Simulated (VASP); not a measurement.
A convergence study with VASP on IrO2 (rutile): one setting is varied, all else stays as given below, so the limit is that of these other settings.

```
IrO2
1.0
    4.50000     0.00000     0.00000
    0.00000     4.50000     0.00000
    0.00000     0.00000     3.15000
Ir O
2 4
Direct
  0.00000   0.00000   0.00000
  0.50000   0.50000   0.50000
  0.30800   0.30800   0.00000
  0.80800   0.19200   0.50000
  0.19200   0.80800   0.50000
  0.69200   0.69200   0.00000
```

Calculation: PBEsol GGA, VASP's PBE PAW potentials (set 64) (plane waves; VASP). The tightest run used: 700 eV cut-off, 14×14×19 Γ-centred mesh, first-order Methfessel-Paxton smearing of 0.10 eV, potentials Ir O.

**Question.** The settings run are 1×1×1 mesh; 1×1×2 mesh; 2×2×3 mesh; 3×3×4 mesh; 4×4×5 mesh; 4×4×6 mesh; 5×5×7 mesh; 6×6×8 mesh; 7×7×9 mesh; 7×7×10 mesh; 8×8×11 mesh; 9×9×12 mesh; 9×9×13 mesh; 10×10×14 mesh; 11×11×15 mesh; 12×12×16 mesh; 12×12×17 mesh; 13×13×18 mesh; 14×14×19 mesh. From which on does the energy per atom stay within 0.001 eV/atom of the tightest run?

**Answer.** From 6×6×8 mesh on: it is off by 0.0007 there and by no more than 0.001 in any finer run, while 5×5×7 mesh is off by 0.0032.
```json
[
 {"setting": "1×1×1 mesh", "E (eV/atom)": "-7.8099", "pressure (GPa)": "-21.02", "irreducible k-points": "1", "difference judged (eV/atom)": "0.2147"},
 {"setting": "1×1×2 mesh", "E (eV/atom)": "-7.5304", "pressure (GPa)": "-4.22", "irreducible k-points": "2", "difference judged (eV/atom)": "0.0648"},
 {"setting": "2×2×3 mesh", "E (eV/atom)": "-7.5707", "pressure (GPa)": "-0.18", "irreducible k-points": "6", "difference judged (eV/atom)": "0.0244"},
 {"setting": "3×3×4 mesh", "E (eV/atom)": "-7.6013", "pressure (GPa)": "-0.65", "irreducible k-points": "9", "difference judged (eV/atom)": "0.0061"},
 {"setting": "4×4×5 mesh", "E (eV/atom)": "-7.5964", "pressure (GPa)": "-0.47", "irreducible k-points": "18", "difference judged (eV/atom)": "0.0012"},
 {"setting": "4×4×6 mesh", "E (eV/atom)": "-7.5942", "pressure (GPa)": "-0.48", "irreducible k-points": "24", "difference judged (eV/atom)": "0.0009"},
 {"setting": "5×5×7 mesh", "E (eV/atom)": "-7.5919", "pressure (GPa)": "-0.41", "irreducible k-points": "24", "difference judged (eV/atom)": "0.0032"},
 {"setting": "6×6×8 mesh", "E (eV/atom)": "-7.5958", "pressure (GPa)": "-0.49", "irreducible k-points": "50", "difference judged (eV/atom)": "0.0007"},
 {"setting": "7×7×9 mesh", "E (eV/atom)": "-7.5946", "pressure (GPa)": "-0.47", "irreducible k-points": "50", "difference judged (eV/atom)": "0.0006"},
 {"setting": "7×7×10 mesh", "E (eV/atom)": "-7.5950", "pressure (GPa)": "-0.50", "irreducible k-points": "60", "difference judged (eV/atom)": "0.0001"},
 {"setting": "8×8×11 mesh", "E (eV/atom)": "-7.5953", "pressure (GPa)": "-0.48", "irreducible k-points": "90", "difference judged (eV/atom)": "0.0002"},
 {"setting": "9×9×12 mesh", "E (eV/atom)": "-7.5950", "pressure (GPa)": "-0.48", "irreducible k-points": "105", "difference judged (eV/atom)": "0.0001"},
 {"setting": "9×9×13 mesh", "E (eV/atom)": "-7.5948", "pressure (GPa)": "-0.47", "irreducible k-points": "105", "difference judged (eV/atom)": "0.0004"},
 {"setting": "10×10×14 mesh", "E (eV/atom)": "-7.5951", "pressure (GPa)": "-0.49", "irreducible k-points": "168", "difference judged (eV/atom)": "0.0001"},
 {"setting": "11×11×15 mesh", "E (eV/atom)": "-7.5952", "pressure (GPa)": "-0.49", "irreducible k-points": "168", "difference judged (eV/atom)": "0.0001"},
 {"setting": "12×12×16 mesh", "E (eV/atom)": "-7.5952", "pressure (GPa)": "-0.49", "irreducible k-points": "252", "difference judged (eV/atom)": "0.0001"},
 {"setting": "12×12×17 mesh", "E (eV/atom)": "-7.5952", "pressure (GPa)": "-0.49", "irreducible k-points": "252", "difference judged (eV/atom)": "0.0000"},
 {"setting": "13×13×18 mesh", "E (eV/atom)": "-7.5954", "pressure (GPa)": "-0.50", "irreducible k-points": "280", "difference judged (eV/atom)": "0.0002"},
 {"setting": "14×14×19 mesh", "E (eV/atom)": "-7.5951", "pressure (GPa)": "-0.49", "irreducible k-points": "360", "difference judged (eV/atom)": "0.0000"}
]
```

Left out are rungs that failed or repeat a setting and relaxations that didn't move; long series are thinned to 24 rows.

The compound is IrO2 in the rutile structure. The cell was not relaxed at this level.
